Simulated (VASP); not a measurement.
Runs of VASP 6.6.1 on Ge2Sb2Te5. It takes space group Cm (No. 8, monoclinic). The conventional cell has a = 13.678 Å, b = 6.132 Å, c = 9.672 Å, α = 90.00°, β = 134.93°, γ = 90.00°. Te (site symmetry m) is surrounded by 2 Ge at 2.85 to 3.19 Å and 3 Sb at 3.07 to 3.14 Å. Te (site symmetry m) is surrounded by 2 Sb at 2.95 to 3.20 Å and 3 Ge at 3.07 to 3.08 Å. Te (site symmetry m) is surrounded by 3 Ge at 2.82 to 3.07 Å and 2 Sb at 3.14 to 3.19 Å. Te (site symmetry m) is surrounded by 2 Ge at 2.95 to 3.00 Å and 2 Sb at 3.02 to 3.06 Å. Around Te (site symmetry m) lie 3 Sb at 2.98 to 3.07 Å and 2 Ge at 3.05 to 3.20 Å. Around Sb (site symmetry m) lie 6 Te at 2.95 to 3.19 Å. Sb (site symmetry m) is surrounded by 6 Te at 2.98 to 3.20 Å. Ge (site symmetry m) has 6 Te at 2.82 to 3.19 Å as nearest neighbours. The cell comes from a database or a generator and needn't be the stable form of this composition.

```csv
task,level,potentials or basis,cell,k mesh,cutoff (eV),smearing,ladder,gap on the mesh (eV),pressure (GPa),relaxed volume (Å³/atom),largest force (eV/Å)
dielectric tensor,PBE,"VASP PAW PBE potentials, release 64 (Te, Sb, Ge_d)",as given,3 × 3 × 3,520,gaussian 0.02 eV,-,0.92,-,-,-
relaxation of cell and atoms,PBEsol,"VASP PAW PBE potentials, release 64 (Te, Sb, Ge_d)",relaxed,4 × 4 × 4,600,gaussian 0.02 eV,gaps,0.24,0.0,(a),0.01
band structure,PBE,"VASP PAW PBE potentials, release 64 (Te, Sb, Ge_d)",as given,4 × 4 × 3,520,fermi-dirac 0.05 eV,-,0.06,-0.2,-,0.15
optical spectrum,LDA,"VASP PAW LDA potentials, release 64 (Te, Sb, Ge_d)",as given,4 × 4 × 3,520,gaussian 0.02 eV,-,0.06,-3.5,-,0.19
relaxation of cell and atoms,LDA,"VASP PAW LDA potentials, release 64 (Te, Sb, Ge_d)",relaxed,4 × 4 × 4,600,gaussian 0.02 eV,gaps,0.24,0.0,29.36,-
electron localisation function,PBE,"VASP PAW PBE potentials, release 64 (Te, Sb, Ge_d)",as given,4 × 4 × 3,520,gaussian 0.02 eV,-,0.06,-0.2,-,0.15
band structure,PBE,"VASP PAW PBE potentials, release 64 (Te, Sb, Ge_d)",as given,5 × 5 × 4,520,fermi-dirac 0.05 eV,-,0.26,(b),-,0.19
dielectric tensor,LDA,"VASP PAW LDA potentials, release 64 (Te, Sb, Ge_d)",as given,3 × 3 × 3,520,gaussian 0.02 eV,-,0.89,-,-,-
```

Alike in all rows: no spin polarisation.

**Question.** Fill in the values left out.

**Answer.** (a) 30.06; (b) -0.1.

Caveats: spin-orbit coupling is left out, which moves the levels of the heavy elements; an odd mesh through Γ misses points on the zone boundary, where band edges often lie (some runs); the PAW data sets were made with another functional, which shifts forces and pressure a little (some runs); the mesh misses the band edges, which the band path finds closer together (some runs).

A k mesh can miss the band edges, and the runs leave out spin-orbit coupling on Ge, Sb, Te.

Not every run made on this cell is shown here.
